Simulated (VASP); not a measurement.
Calculation: r2SCAN meta-GGA, VASP's PBE PAW potentials (set 64) (plane waves; VASP).

A VASP calculation is set up with these files.

### POSCAR
```
LiF
1
    0.0000000000     2.0095715609     2.0095715609
    2.0095715609     0.0000000000     2.0095715609
    2.0095715609     2.0095715609     0.0000000000
Li F
1 1
Direct
  0.0000000000   0.0000000000   0.0000000000
  0.5000000000   0.5000000000   0.5000000000
```

INCAR:
```
SYSTEM = LiF
PREC = Accurate
ENCUT = 600
EDIFF = 1E-7
NELM = 100
ALGO = Normal
LREAL = .FALSE.
LASPH = .TRUE.
ISMEAR = 0
SIGMA = 0.05
METAGGA = R2SCAN
LMIXTAU = .TRUE.
LWAVE = .FALSE.
LCHARG = .FALSE.
ISIF = 2
```

KPOINTS:
```
kpoints
0
G
  10 10 10
```

POTCAR, in this order: Li_sv F (PBE.64 set). Program: vasp_std.

The resulting files:

**OSZICAR**
```
       N       E                     dE             d eps       ncg     rms          rms(c)
DAV:   1     0.328986770145E+02    0.32899E+02   -0.62507E+03   870   0.127E+03
DAV:   2    -0.136548351234E+02   -0.46554E+02   -0.45784E+02   918   0.233E+02
DAV:   3    -0.149642430648E+02   -0.13094E+01   -0.13076E+01  1149   0.379E+01
DAV:   4    -0.149772667080E+02   -0.13024E-01   -0.12963E-01  1095   0.379E+00
DAV:   5    -0.149773346578E+02   -0.67950E-04   -0.67948E-04  1183   0.195E-01    0.389E+00
DAV:   6    -0.118794846391E+02    0.30979E+01   -0.49042E-01  1117   0.722E+00    0.186E+00
DAV:   7    -0.129507175312E+02   -0.10712E+01   -0.30528E+00   955   0.156E+01    0.283E+00
DAV:   8    -0.119915847301E+02    0.95913E+00   -0.40809E-01   869   0.649E+00    0.139E+00
DAV:   9    -0.117460685541E+02    0.24552E+00   -0.54918E-01   851   0.765E+00    0.113E+00
DAV:  10    -0.119002137012E+02   -0.15415E+00   -0.25117E-01   846   0.578E+00    0.780E-02
DAV:  11    -0.119045556136E+02   -0.43419E-02   -0.35321E-03   852   0.985E-01    0.880E-02
DAV:  12    -0.119048281729E+02   -0.27256E-03   -0.35671E-03   861   0.720E-01    0.991E-02
DAV:  13    -0.119050460009E+02   -0.21783E-03   -0.13163E-03   846   0.469E-01    0.142E-02
DAV:  14    -0.119052972804E+02   -0.25128E-03   -0.94299E-05   848   0.160E-01    0.380E-03
DAV:  15    -0.119052975527E+02   -0.27236E-06   -0.13197E-06  1247   0.163E-02    0.308E-03
DAV:  16    -0.119052993710E+02   -0.18182E-05   -0.19461E-07   905   0.609E-03    0.184E-03
DAV:  17    -0.119052986331E+02    0.73786E-06   -0.23862E-07   865   0.617E-03    0.297E-04
DAV:  18    -0.119052994677E+02   -0.83455E-06   -0.30312E-08   860   0.254E-03    0.580E-05
DAV:  19    -0.119052994464E+02    0.21332E-07   -0.52788E-10   427   0.378E-04
   1 F= -.11905299E+02 E0= -.11905299E+02  d E =-.146121E-13
```

OUTCAR:
```
------------------------ aborting loop because EDIFF is reached ----------------------------------------
  FORCE on cell =-STRESS in cart. coord.  units (eV):
  Direction    XX          YY          ZZ          XY          YZ          ZX
  --------------------------------------------------------------------------------------
  Total       -0.2852509     -0.2852509     -0.2852509      0.0000000      0.0000000     -0.0000000
  in kB      -28.1577005    -28.1577005    -28.1577005      0.0000000      0.0000000     -0.0000000
  external PRESSURE =     -28.1577005 kB  Pullay stress =       0.0000000 kB
  volume of cell :       16.23
      direct lattice vectors                 reciprocal lattice vectors
     0.000000000  2.009571561  2.009571561    -0.248809254  0.248809254  0.248809254
     2.009571561  0.000000000  2.009571561     0.248809254 -0.248809254  0.248809254
     2.009571561  2.009571561  0.000000000     0.248809254  0.248809254 -0.248809254
  FREE ENERGIE OF THE ION-ELECTRON SYSTEM (eV)
  ---------------------------------------------------
  free  energy   TOTEN  =       -11.9052994464 eV

  energy  without entropy=      -11.9052994464  energy(sigma->0) =      -11.90529945
```
(Selected blocks of OUTCAR.)

The compound is LiF in the rock salt structure. This cell was strained or had an atom moved on purpose.
